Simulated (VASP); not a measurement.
Wanted: the native input for a VASP 6.6.1 run.

| Quantity | Value |
| --- | --- |
| Task | single point |
| Functional | LDA |
| Potentials or basis | VASP PAW LDA potentials, release 64 (Al, C) |
| Cutoff | 520 eV |
| k mesh | 2 × 2 × 2 |
| Occupations | gaussian, width 0.15 eV |
| Spin | no spin polarisation |
| Dipole correction | no |
| Further INCAR settings | LREAL = Auto; ALGO = Fast; EDIFF = 1e-06; NBANDS = 72 |

The structure of Al32C (a cell with a defect) lies in POSCAR:

```
Al32C
1.0
    8.1000000000      0.0000000000      0.0000000000
    0.0000000000      8.1000000000      0.0000000000
    0.0000000000      0.0000000000      8.1000000000
Al C
32 1
Direct
    0.4962143210     -0.0037096296     -0.0020895062
    0.7534560494      0.2535392593     -0.0020925926
    0.7637845679     -0.0140393827      0.2360164198
    0.0042540741      0.0008535802     -0.0044280247
    0.2454679012      0.2489713580     -0.0044091358
    0.5007697531      0.5042960494     -0.0044001235
    0.7488862963      0.7455219753     -0.0044295062
    0.2477549383     -0.0037045679      0.2463455556
    0.4859233333      0.2637933333      0.2360832099
    0.7534545679      0.5019591358      0.2463395062
    0.4859603704     -0.0139349383      0.5138018519
    0.7638654321      0.2639434568      0.5139922222
    0.7534558025     -0.0037088889      0.7520223457
    0.0023177778      0.5023930864     -0.0025034568
    0.2473866667      0.7474559259     -0.0024991358
    0.0018702469      0.2535416049      0.2463365432
    0.2454722222      0.5043023457      0.2509072840
    0.4962164198      0.7478488889      0.2463427160
    0.0018724691     -0.0037145679      0.5035971605
    0.2477455556      0.2535385185      0.5035895062
    0.4962124691      0.5019624691      0.5035961728
    0.7534571605      0.7478414815      0.5035906173
    0.2454909877      0.0008565432      0.7543303704
    0.4962146914      0.2535413580      0.7520229630
    0.7488846914      0.5043482716      0.7543949383
    0.0042540741      0.7455246914      0.2509067901
    0.0042800000      0.5043497531      0.4990190123
    0.2454839506      0.7455585185      0.4990237037
    0.0042786420      0.2489672840      0.7543948148
    0.2473807407      0.5023925926      0.7524396296
    0.5007730864      0.7455716049      0.7543234568
    0.0023183951      0.7474495062      0.7524411111
    0.6250328395      0.1250111111      0.3749995062
```

The cell was built by a generator and needn't be a form met in nature.

These files were run (other wordings do the same):

INCAR

```
SYSTEM = Al32C
ALGO = Fast
EDIFF = 1E-6
ENCUT = 520
ISIF = 2
ISMEAR = 0
LASPH = .True.
LCHARG = .False.
LREAL = Auto
LWAVE = .False.
NBANDS = 72
NELM = 80
PREC = Accurate
SIGMA = 0.15
```

KPOINTS

```
k-points
0
Gamma
  2 2 2
  0 0 0
```

Potentials or basis: VASP PAW LDA potentials, release 64 (Al, C).

Run with:

```bash
$ cat potpaw_LDA.64/Al/POTCAR potpaw_LDA.64/C/POTCAR > POTCAR
$ mpirun -np 1 vasp_std > vasp.out
```

It gave:

The pressure is -2.2 GPa. The largest force is 0.036 eV/Å. The band gap on the k mesh is none (metal or under the smearing width).

Caveat: the k mesh is coarse (spacing up to 0.39 Å⁻¹), so the values aren't converged.

It took 6.5 min on 1 thread of Intel(R) Xeon(R) Platinum 8559C (Emerald Rapids), on a shared host, peak memory 0.45 GiB.
